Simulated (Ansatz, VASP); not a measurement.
**Sn2SeO: VASP beside Ansatz**

One calculation is typed for both programs; each brings its own data sets. How far apart do they land? The cell is generated by rule, not measured, and may not be a known phase. The cell is taken from a series of runs on this material, whose earlier steps may have relaxed, scaled, displaced or heated it; both programs get it as it stands.

Main program and level: Ansatz 0.2.0; plane waves, with VASP 6.6.1 beside it; single point at PBEsol.

The structure was built from a prototype and need not be the compound's stable phase.

### 1. The structure

Symmetry: Pm, No. 6, monoclinic system. The conventional cell has a = 4.437 Å, b = 4.437 Å, c = 4.571 Å, α = 90.00°, β = 90.00°, γ = 90.00°. Nearest to Sn lie 1 O at 2.21 Å and 2 Se at 2.60 Å. Nearest to Sn lie 2 Se at 2.57 to 2.61 Å and 2 O at 2.61 Å. Nearest to Se lie 4 Sn at 2.57 to 2.61 Å. Nearest to O lie 3 Sn at 2.21 to 2.61 Å. Farther neighbours and most contacts between anions are not listed.

### 2. Ansatz: single point, PBEsol, pair 1

Ansatz runs on norm-conserving files, of PseudoDojo where its log says so.

A single point gives forces, pressure and levels at one fixed geometry, so differences don't come from the geometry; what else differs is listed under the comparison.

Input file input.yaml:

```yaml
crystal:
  lattice:
    - [4.4371263411, 0.0, 0.0]
    - [0.0, 4.4371263411, 0.0]
    - [0.0, 0.0, 4.5707359328]
  atoms:
    - { symbol: Sn, position: [0.5, -0.031704763, 0.2931417127] }
    - { symbol: Sn, position: [0.0, 0.5109143859, 0.7068582873] }
    - { symbol: Se, position: [0.0, 0.0166415241, 0.0] }
    - { symbol: O, position: [0.5, 0.5721187488, 0.0] }
kpoints:
  mp_grid: { grid: [12, 12, 12] }
hamiltonian:
  xc: pbesol
  pseudopotentials: { kind: nc, accuracy: standard }
scf:
  occupations: { method: methfessel_paxton, width: 0.2 }
output:
  forces: true
  stress: true
  eigenvalues: true
```

Started as:

```
> ansatz run input.yaml --threads 8 --pin off --max-ram 14336MiB --backend cpu --events-out ev --progress --plain --runs-dir out
```

Numbers of over 12 decimals in the logs are rounded to 6 here.

Output:

```text
Engine: ansatz 0.2.0, aarch64-unknown-linux-gnu
Pseudopotentials: kind: nc
Pseudopotential: Sn, nc, valence charge 14, recommended cutoff 979.609905 eV (normal), Sn.nc.azcp (PseudoDojo's, or run here from an input of PseudoDojo's; its table is named by hamiltonian.pseudopotentials.accuracy)
Pseudopotential: Se, nc, valence charge 16, recommended cutoff 1170.089609 eV (normal), Se.nc.azcp (PseudoDojo's, or run here from an input of PseudoDojo's; its table is named by hamiltonian.pseudopotentials.accuracy)
Pseudopotential: O, nc, valence charge 6, recommended cutoff 1142.878222 eV (normal), O.nc.azcp (PseudoDojo's, or run here from an input of PseudoDojo's; its table is named by hamiltonian.pseudopotentials.accuracy)
Functional definition: PBEsol
  exchange = pbesol_x
  correlation = pbesol_c
Crystal: 4 atoms, lattice volume = 89.989 Å³
Basis set: ecut = 1170.089609 eV, 8201 PW (Γ), exchange–correlation on 100×100×108 points (8 copies of the dense FFT grid, shifted against one another)
Bands: 30, of which v1, the nominal top of the filled ones, is band 25 counted from 1 (24 counted from 0)
Symmetry: 2 space group operations
Space group: Pm (ITA 6), of the structure as read, at distance tolerance 4.5e-5 Å
k-points: 518 of 1728 (time reversal used)
Non-local potential: Sn, projectors of the file, l = 0: 2, l = 1: 2, l = 2: 2, l = 3: 2
Non-local potential: Se, projectors of the file, l = 0: 2, l = 1: 2, l = 2: 2
Non-local potential: O, projectors of the file, l = 0: 2, l = 1: 2, l = 2: 1
Initial density: superposition of atomic densities (chi_scale 0.1, normalization cell, long waves kept (reshape's long-wave potential 0.01 eV rms))
Initial wavefunctions: pseudopotential atomic-orbital guess
Functional: x = pbesol(κ = 0.804, μ = 0.123457), c = pbesol(β = 0.046)
SCF iter   1: F=—  HF=-8025.008038 eV  |F-HF|=—  |Δ(HF+E_count)|=         —  Δρ=6.07e-2  dr2=3.50e0  ethr=3.10e-3  ⟨swp⟩=6.2  Hψ=64652  notcnv=0
preconditioner: auto → Kerker (q_TF=auto, 2.474 Å⁻¹)  [metal: Δε(μ)=0.087 eV  Ē_g=17.327 eV  σ=0.200 eV  W_gap=0.36  n_scr=26 (ndim 8)  ℏωp=24.8 eV  f_vac=0.000  D(μ)=0.40/eV (n_scr^D=0)]
SCF iter   2: F=—  HF=-8024.442551 eV  |F-HF|=—  |Δ(HF+E_count)|=   5.65e-1  S|Δr|=    0.00e0  Δρ=2.81e-2  dr2=7.36e-1  ethr=3.10e-3  ⟨swp⟩=2.8  Hψ=27836  notcnv=0  defer=393
SCF iter   3: F=—  HF=-8024.305159 eV  |F-HF|=—  |Δ(HF+E_count)|=   1.37e-1  S|Δr|=    0.00e0  Δρ=1.31e-2  dr2=1.82e-1  ethr=1.47e-3  ⟨swp⟩=2.0  Hψ=20058  notcnv=0  defer=395
SCF iter   4: F=—  HF=-8024.273093 eV  |F-HF|=—  |Δ(HF+E_count)|=   3.21e-2  S|Δr|=    0.00e0  Δρ=6.19e-3  dr2=5.35e-2  ethr=3.64e-4  ⟨swp⟩=1.0  Hψ=18499  notcnv=0  defer=395
SCF iter   5: F=—  HF=-8024.262396 eV  |F-HF|=—  |Δ(HF+E_count)|=   1.07e-2  S|Δr|=    0.00e0  Δρ=1.70e-3  dr2=4.95e-3  ethr=1.07e-4  ⟨swp⟩=2.6  Hψ=24953  notcnv=0  defer=395
SCF iter   6: F=—  HF=-8024.261760 eV  |F-HF|=—  |Δ(HF+E_count)|=   6.35e-4  S|Δr|=    0.00e0  Δρ=4.53e-4  dr2=4.38e-4  ethr=9.90e-6  ⟨swp⟩=2.4  Hψ=20059  notcnv=0  defer=395
SCF iter   7: F=—  HF=-8024.261731 eV  |F-HF|=—  |Δ(HF+E_count)|=   2.93e-5  S|Δr|=    0.00e0  Δρ=1.40e-4  dr2=2.77e-5  ethr=8.75e-7  ⟨swp⟩=2.4  Hψ=24657  notcnv=0  defer=395
SCF iter   8: F=—  HF=-8024.261575 eV  |F-HF|=—  |Δ(HF+E_count)|=   1.56e-4  S|Δr|=    0.00e0  Δρ=4.36e-5  dr2=2.48e-6  ethr=5.54e-8  ⟨swp⟩=2.4  Hψ=24803  notcnv=0  defer=398
SCF iter   9: F=—  HF=-8024.261575 eV  |F-HF|=—  |Δ(HF+E_count)|=   3.73e-7  S|Δr|=    0.00e0  Δρ=2.01e-5  dr2=2.87e-7  ethr=4.95e-9  ⟨swp⟩=2.0  Hψ=25361  notcnv=0  defer=398
SCF iter  10: F=-8024.261575 eV  HF=-8024.261575 eV  |F-HF|=1.26e-10  |Δ(HF+E_count)|=   6.73e-9  S|Δr|=    0.00e0  Δρ=5.52e-6  dr2=3.04e-8  ethr=2.00e-10  ⟨swp⟩=10.5  Hψ=70296  notcnv=0
SCF 1 converged in 10 iterations: F = -8024.261575 eV  dr2 = 3.04e-8
SCF converged after 10 iterations
Stability not checked: this state was not tested for a lower state beside it, because cold or Methfessel-Paxton smearing, or corrected tetrahedra, fill the levels in a way that the test cannot read (fill_not_monotonic; see scf.lower_state_search)
Free energy (F): -8024.261575 eV
Harris-Foulkes:  -8024.261575 eV  (|F-HF|=1.26e-10)
Internal energy: -8024.263200 eV  (E = F + TS)
E sigma→0 (E₀):  -8024.261982 eV
Entropy (-TS):   0.001625 eV (0.406 meV/atom)
Fermi energy:    8.985522 eV
--- Per-component energies (eV) ---
  E_band       = -568.427279
  E_kinetic    = 4982.306605
  E_local      = -5020.879210  (includes V_loc(G=0)·N_el)
  E_nonlocal   = -3622.927353
  E_hartree    = 2180.549334
  E_xc         = -1952.575883
  E_vxc        = -1268.026607  (∫ρ·V_xc dr)
  E_ewald      = -4590.736693
  E_smearing   = 0.001625  (= −TS)
  E_closure    = 0.000000  (closes the sum)
  Σ components = -8024.261575   (vs F -8024.261575, Δ=0.00e0)
--- Forces (eV/Å), atoms counted from 1 ---
  atom   1  Sn     0.00000000    -0.85489204     0.04645434
  atom   2  Sn     0.00000000     0.42361918    -0.02694015
  atom   3  Se     0.00000000     0.49352134     0.14140051
  atom   4  O      0.00000000    -0.06229222    -0.16098295
  max |Σ_I F_I| component: 6.83e-5 eV/Å
--- Stress (GPa, compression-positive) ---
        0.904671       0.000000       0.000000
        0.000000       3.048274      -2.995329
        0.000000      -2.995329       0.309814
  P = ⅓ Tr σ = 1.4209 GPa (14.209 kbar)
--- Band table (eV; the first three rows and the last of 518) ---
  k-point 0: bands = [... 21 lower, 7.0165, 7.5959, 7.7224, 8.2268, 10.7284, 12.3496, 12.5301, 13.4469, ... 1 higher]
  k-point 1: bands = [... 21 lower, 6.9911, 7.6188, 7.7208, 8.2455, 10.6639, 12.1140, 12.1237, 13.0910, ... 1 higher]
  k-point 2: bands = [... 21 lower, 6.9201, 7.6677, 7.7148, 8.3203, 10.4425, 11.4711, 11.6618, 12.6267, ... 1 higher]
  k-point 517: bands = [... 21 lower, 5.7870, 6.1610, 8.3969, 8.4829, 11.0900, 12.3387, 14.0137, 14.8860, ... 1 higher]
```

The run ends at a pressure of 1.42 GPa, with forces up to 0.86 eV/Å.

### 3. VASP: single point, PBEsol, pair 1

The same cell, functional, mesh and smearing now go to VASP, with its own data sets.

Lines of VASP's logs that name or quote its potential files are left out, and so is its time.

Input file INCAR:

```
SYSTEM = Sn2SeO
PREC = Accurate
ENCUT = 600
EDIFF = 1E-06
NELM = 120
ISMEAR = 1
SIGMA = 0.2
LREAL = .FALSE.
ALGO = Normal
GGA = PS
NBANDS = 26
LORBIT = 11
LWAVE = .FALSE.
LCHARG = .FALSE.
ISIF = 2
LASPH = .TRUE.
GGA_COMPAT = .FALSE.
KPAR = 2
```

Input file POSCAR:

```
Sn2SeO
1.0
    4.4371263411      0.0000000000      0.0000000000
    0.0000000000      4.4371263411      0.0000000000
    0.0000000000      0.0000000000      4.5707359328
Sn Se O
2 1 1
Direct
    0.5000000000      0.9682952370      0.2931417127
    0.0000000000      0.5109143859      0.7068582873
    0.0000000000      0.0166415241      0.0000000000
    0.5000000000      0.5721187488      0.0000000000
```

Input file KPOINTS:

```
Automatic mesh
0
Gamma
12 12 12
0 0 0
```

PAW data sets: Sn_d, Se and O (PBE family, release 64).

Started as:

```
> mpirun -np 2 vasp_std
```

Output:

```text
[banner, memory and clock lines left out]
running    2 mpi-ranks, on    1 nodes
 distrk:  each k-point on    1 cores,    2 groups
 distr:  one band on    1 cores,    1 groups

 POSCAR found type information on POSCAR SnSeO
 POSCAR found :  3 types and       4 ions
|                                                                             |
|               ----> ADVICE to this user running VASP <----                  |
|                                                                             |
|     You enforced a specific xc type in the INCAR file but a different       |
|     [... a line on the potential file left out ...]
|     I HOPE YOU KNOW WHAT YOU ARE DOING!                                     |
|                                                                             |

 LDA part: xc-table for (Slater+PW92), standard interpolation
 POSCAR, INCAR and KPOINTS ok, starting setup
 FFT: planning ... GRIDC
 FFT: planning ... GRID_SOFT
 FFT: planning ... GRID
 WAVECAR not read
 entering main loop
       N       E                     dE             d eps       ncg     rms          rms(c)
DAV:   1     0.397403827191E+03    0.39740E+03   -0.21845E+04 27196   0.234E+03
DAV:   2     0.397995233836E+02   -0.35760E+03   -0.34954E+03 27424   0.544E+02
DAV:   3    -0.185662816910E+02   -0.58366E+02   -0.57141E+02 33058   0.183E+02
DAV:   4    -0.215187047424E+02   -0.29524E+01   -0.29371E+01 30676   0.430E+01
DAV:   5    -0.215873721702E+02   -0.68667E-01   -0.68594E-01 32366   0.715E+00    0.969E+00
DAV:   6    -0.195368988116E+02    0.20505E+01   -0.15657E+01 39962   0.403E+01    0.714E+00
DAV:   7    -0.191208227925E+02    0.41608E+00   -0.54464E+00 30624   0.102E+01    0.283E+00
DAV:   8    -0.190763241069E+02    0.44499E-01   -0.55932E-01 27768   0.507E+00    0.866E-01
DAV:   9    -0.190742879768E+02    0.20361E-02   -0.48789E-02 35846   0.145E+00    0.339E-01
DAV:  10    -0.190744106805E+02   -0.12270E-03   -0.99544E-03 32234   0.738E-01    0.117E-01
DAV:  11    -0.190744986814E+02   -0.88001E-04   -0.12461E-03 38358   0.237E-01    0.616E-02
DAV:  12    -0.190745019006E+02   -0.32192E-05   -0.65298E-04 38534   0.163E-01    0.281E-02
DAV:  13    -0.190744830107E+02    0.18890E-04   -0.96563E-05 37758   0.558E-02    0.839E-03
DAV:  14    -0.190744825366E+02    0.47410E-06   -0.22560E-05 29424   0.328E-02    0.519E-03
DAV:  15    -0.190744822879E+02    0.24866E-06   -0.25894E-06 17386   0.106E-02
   1 F= -.19074482E+02 E0= -.19075025E+02  d E =0.162706E-02
```

From OUTCAR (step 3):

```text
ion  position               nearest neighbor table
   1  0.500  0.968  0.293-   4 2.21   3 2.60   3 2.60   2 3.55   2 3.55
   2  0.000  0.511  0.707-   3 2.57   4 2.61   4 2.61   3 2.61   1 3.55   1 3.55
   3  0.000  0.017  0.000-   2 2.57   1 2.60   1 2.60   2 2.61
   4  0.500  0.572  0.000-   1 2.21   2 2.61   2 2.61

  LATTYP: Found a simple tetragonal cell.
 ALAT       =     4.4371263411
 C/A-ratio  =     1.0301117393

 Subroutine GETGRP returns: Found  2 space group operations
 (whereof  2 operations were pure point group operations)

The static configuration has the point symmetry C_1h.

 Found    518 irreducible k-points:

   k-points           NKPTS =    518   k-points in BZ     NKDIM =    518   number of bands    NBANDS=     26

   dimension x,y,z NGX =    36 NGY =   36 NGZ =   40
   dimension x,y,z NGXF=    72 NGYF=   72 NGZF=   80

   ENCUT  =  600.0 eV  44.10 Ry    6.64 a.u.   8.86  8.86  9.13*2*pi/ulx,y,z

   NELECT =      40.0000    total number of electrons

 k-points in reciprocal lattice and weights: Automatic mesh
   0.00000000  0.00000000  0.00000000       0.001
   0.08333333  0.00000000  0.00000000       0.001
   0.00000000  0.08333333  0.00000000       0.001
   0.16666667  0.00000000  0.00000000       0.001
   0.00000000  0.16666667  0.00000000       0.001
   0.25000000  0.00000000  0.00000000       0.001
   0.00000000  0.25000000  0.00000000       0.001
   0.33333333  0.00000000  0.00000000       0.001
   0.00000000  0.33333333  0.00000000       0.001
[...]
-0.41666667  0.50000000  0.50000000       0.001
   0.50000000  0.50000000  0.50000000       0.001

 average (electrostatic) potential at core
       1-100.9835       2-101.1816       3 -52.8433       4 -68.7264

 E-fermi :   5.4526

 k-point     1 :       0.0000    0.0000    0.0000
  band No.  band energies     occupation
    ...
     16       0.9219      2.00000
     17       3.4755      2.00000
     18       4.0505      2.00000
     19       4.1766      2.00000
     20       4.6880      2.00000
     21       7.1713     -0.00000
     22       8.8192     -0.00000
     23       9.0044     -0.00000
     24       9.9132      0.00000
     25       9.9678      0.00000
    ...

 k-point     2 :       0.0833    0.0000    0.0000
  band No.  band energies     occupation
    ...
     16       1.0573      2.00000
     17       3.3971      2.00000
     18       4.0526      2.00000
     19       4.0934      2.00000
     20       4.6995      2.00000
     21       7.3877     -0.00000
     22       8.2704     -0.00000
     23       9.2262     -0.00000
     24       9.8277      0.00000
     25      10.1669      0.00000
    ...

 k-point     3 :       0.0000    0.0833    0.0000
  band No.  band energies     occupation
    ...
     16       1.0430      2.00000
     17       3.3977      2.00000
     18       4.0387      2.00000
     19       4.1058      2.00000
     20       4.7278      2.00000
     21       7.3381     -0.00000
     22       8.4882     -0.00000
     23       8.9980     -0.00000
     24       9.9077      0.00000
     25       9.9987      0.00000
    ...

  Total        0.5260697      1.7447720      0.2335163      0.0000000     -1.6694367      0.0000000
  in kB        9.3662155     31.0641553      4.1575549      0.0000000    -29.7228753      0.0000000
  external PRESSURE =      14.8626419 kB  Pullay stress =       0.0000000 kB

  energy-cutoff  :      600.00
  volume of cell :       89.99
      direct lattice vectors                 reciprocal lattice vectors
     4.437126341  0.000000000  0.000000000     0.225371090  0.000000000  0.000000000
     0.000000000  4.437126341  0.000000000     0.000000000  0.225371090  0.000000000
     0.000000000  0.000000000  4.570735933     0.000000000  0.000000000  0.218783149

 POSITION                                       TOTAL-FORCE (eV/Angst)
 -----------------------------------------------------------------------------------
      2.21856      4.29645      1.33987         0.000000     -0.846732      0.081854
      0.00000      2.26699      3.23086         0.000000      0.421142     -0.053464
      0.00000      0.07384      0.00000         0.000000      0.493162      0.140663
      2.21856      2.53856      0.00000         0.000000     -0.067572     -0.169054
 -----------------------------------------------------------------------------------
    total drift:                                0.000000     -0.000823      0.000096

  FREE ENERGIE OF THE ION-ELECTRON SYSTEM (eV)
  ---------------------------------------------------
  free  energy   TOTEN  =       -19.0744822879 eV

  energy  without entropy=      -19.0761093491  energy(sigma->0) =      -19.07502464

 total charge
# of ion       s       p       d       tot
------------------------------------------
    1        1.283   0.847  10.032  12.162
    2        1.303   0.788  10.013  12.104
    3        1.480   2.421   0.046   3.946
    4        1.572   3.270   0.000   4.841
--------------------------------------------------
tot          5.637   7.326  20.091  33.053

[... 3 further parts left out ...]
```

The run ends at a pressure of 1.49 GPa, with forces up to 0.85 eV/Å.

### 4. Comparison

Known differences besides the potentials themselves: the data sets hold 50 valence electrons in Ansatz (on norm-conserving files, of PseudoDojo where its log says so) and 40 in VASP; the cutoff is 1170.09 eV in Ansatz and 600 eV in VASP. Total energies have different zeros and are not compared.

The two programs side by side:

```csv
quantity,Ansatz,VASP,difference
pressure (GPa),1.42,1.49,-0.07
```

Forces (eV/Å; atoms numbered as in POSCAR):

```csv
atom,"Ansatz x, y, z","VASP x, y, z"
Sn1,"0.000, -0.855, 0.046","0.000, -0.847, 0.082"
Sn2,"0.000, 0.424, -0.027","0.000, 0.421, -0.053"
Se3,"0.000, 0.494, 0.141","0.000, 0.493, 0.141"
O4,"0.000, -0.062, -0.161","0.000, -0.068, -0.169"
```

The forces differ by 13 meV/Å r.m.s., which is 4.2 % of the r.m.s. force of 0.316 eV/Å (both taken over all components).

### 5. Other set-ups

Further runs change the set-up of one program: Ansatz's method, potentials or start, or VASP's data sets, cutoff or form of LDA. The table gives Ansatz less VASP for each quantity, since a change that brings one quantity closer may part another.

```csv
run,r.m.s. force difference (meV/Å),pressure (GPa)
as above,13,-0.065
"VASP with the data sets Sn_sv_GW, Se and O",7.7,0.45
```

### 6. VASP: single point, PBEsol, pair 2

With cell and atoms fixed, the geometry can't cause a difference; cores, projectors, grids and the points listed under the comparison can.

INCAR is that of step 3.

Input file POSCAR:

```
Sn2SeO
1.0
    4.4371263411      0.0000000000      0.0000000000
    0.0000000000      4.4371263411      0.0000000000
    0.0000000000      0.0000000000      4.5707359328
Sn Se O
2 1 1
Direct
    0.5000000000      0.9554151771      0.2931417127
    0.0000000000      0.5153483552      0.7068582873
    0.0000000000      0.0234021432      0.0000000000
    0.5000000000      0.6014169905      0.0000000000
```

KPOINTS is that of step 3.

Started as:

```
> mpirun -np 2 vasp_std
```

Output:

```text
[banner, memory and clock lines left out]
running    2 mpi-ranks, on    1 nodes
[...]
[... a notice as in an earlier step ...]

 LDA part: xc-table for (Slater+PW92), standard interpolation
 POSCAR, INCAR and KPOINTS ok, starting setup
[...]
entering main loop
       N       E                     dE             d eps       ncg     rms          rms(c)
DAV:   1     0.399575701930E+03    0.39958E+03   -0.21840E+04 27114   0.234E+03
DAV:   2     0.397538358212E+02   -0.35982E+03   -0.35175E+03 27490   0.544E+02
DAV:   3    -0.186968708026E+02   -0.58451E+02   -0.57189E+02 33154   0.183E+02
DAV:   4    -0.216045008038E+02   -0.29076E+01   -0.28936E+01 30822   0.429E+01
[...]
DAV:  13    -0.190898205567E+02    0.41883E-05   -0.45526E-05 34772   0.448E-02    0.683E-03
DAV:  14    -0.190898203689E+02    0.18783E-06   -0.14063E-05 30832   0.271E-02    0.494E-03
DAV:  15    -0.190898200561E+02    0.31277E-06   -0.25125E-06 17498   0.102E-02
   1 F= -.19089820E+02 E0= -.19090636E+02  d E =0.244675E-02
```

From OUTCAR (step 6):

```text
  Total        1.0452169      3.4813041      0.9488479      0.0000000     -1.2948147      0.0000000
  in kB       18.6091826     61.9816059     16.8934158      0.0000000    -23.0530541      0.0000000
  external PRESSURE =      32.4947347 kB  Pullay stress =       0.0000000 kB

 POSITION                                       TOTAL-FORCE (eV/Angst)
 -----------------------------------------------------------------------------------
      2.21856      4.23930      1.33987         0.000000     -0.410235      0.507381
      0.00000      2.28667      3.23086         0.000000      0.534014     -0.094991
      0.00000      0.10384      0.00000         0.000000      0.715334      0.254295
      2.21856      2.66856      0.00000         0.000000     -0.839113     -0.666685
 -----------------------------------------------------------------------------------
    total drift:                                0.000000     -0.000099      0.000107

  FREE ENERGIE OF THE ION-ELECTRON SYSTEM (eV)
  ---------------------------------------------------
  free  energy   TOTEN  =       -19.0898200561 eV

  energy  without entropy=      -19.0922668066  energy(sigma->0) =      -19.09063564

[... 2 parts as in an earlier step ...]

[... 1 further part left out ...]
[key lines of the parts left out:]
E-fermi :   5.4488
```

The gap is under twice the smearing width, so the edge states are partly filled and the run can't tell a small gap from a semimetal. Methfessel-Paxton smearing is not meant for a cell with a gap.

[end of part 1 of 2]

[Lines on the potential files, build, host, timing and source positions are cut from VASP's logs without a mark.]

[Logs are printed without paths, hosts, clocks, repeated set-up lines and the standing remarks that a program may print on its own settings, such as how far it seeks lower states.]

[Hosts, paths, dates, database ids (printed as entryN), source tags and the programs' standing remarks are cut or masked in the printed files.]
